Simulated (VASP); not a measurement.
Cu:

```xyz
1
Lattice="0.0000 1.8075 1.8075 1.8075 0.0000 1.8075 1.8075 1.8075 0.0000" Properties=species:S:1:pos:R:3 pbc="T T T"
Cu    0.0000    0.0000    0.0000
```

| Quantity | Value |
| --- | --- |
| Program | VASP 6.6.1 |
| Task | relaxation of cell and atoms |
| Functional | PBE |
| Potentials or basis | VASP PAW PBE potentials, release 64 (Cu) |
| Cutoff | 520 eV |
| k mesh | 20 × 20 × 20 |
| Occupations | gaussian, width 1 eV |
| Spin | no spin polarisation |

At the start: pressure 3.1 GPa; volume 11.81 Å³/atom.

**Question.** How do energy, volume and symmetry change on relaxing?

**Answer.** Over 3 steps the energy falls by 2.3 meV/atom and the volume is 12.06 Å³/atom (+2.1 %); space group Fm-3m (No. 225, to 0.05 Å).

The path:
| step | energy change (eV) | largest force (eV/Å) | pressure (GPa) | volume (Å³) |
| --- | --- | --- | --- | --- |
| 1 | 0.0000 | 0.0000 | 3.06 | 11.81 |
| 2 | -0.0017 | 0.0000 | -1.50 | 12.20 |
| 3 | -0.0023 | 0.0000 | 0.01 | 12.06 |

Final structure:
```cif
data_structure
_symmetry_space_group_name_H-M 'P 1'
_symmetry_Int_Tables_number 1
_cell_length_a 2.5742
_cell_length_b 2.5742
_cell_length_c 2.5742
_cell_angle_alpha 60.000
_cell_angle_beta 60.000
_cell_angle_gamma 60.000
_cell_volume 12.06
loop_
_atom_site_label
_atom_site_type_symbol
_atom_site_fract_x
_atom_site_fract_y
_atom_site_fract_z
_atom_site_occupancy
Cu1 Cu 0.00000 0.00000 0.00000 1
```
